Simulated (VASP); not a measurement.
Given:

```
CsBr
1.0
    4.38646     0.00000     0.00000
    0.00000     4.38646     0.00000
    0.00000     0.00000     4.38646
Cs Br
1 1
Direct
  0.00000   0.00000   0.00000
  0.50000   0.50000   0.50000
```

Level of theory: PBE GGA, VASP's PBE PAW potentials (set 64) (plane waves; VASP). Numerical set-up: 480 eV cut-off, 6×6×6 Γ-centred mesh, Gaussian smearing of 0.050 eV, potentials Cs_sv Br.

Each relaxation starts from this cell; other phases were not tried.

The cell is relaxed at 10 GPa. What happens?

The volume per atom goes from 42.20 to 30.13 Å³ (-28.6 %), and the cell becomes a = 3.920 Å, b = 3.920 Å, c = 3.920 Å, α = 90.00°, β = 90.00°, γ = 90.00°, space group Pm-3m. The gap on the mesh goes from 4.25 to 4.31 eV.

The cell is relaxed at 20 GPa. What happens?

The volume per atom goes from 42.20 to 26.23 Å³ (-37.9 %), and the cell becomes a = b = c = 3.743 Å, α = β = γ = 90.00°, space group Pm-3m. The gap on the mesh goes from 4.25 to 3.74 eV.

Failed runs are left out, and for metals the shear rows, which the mesh's noise covers.

The compound is CsBr in the CsCl type structure.
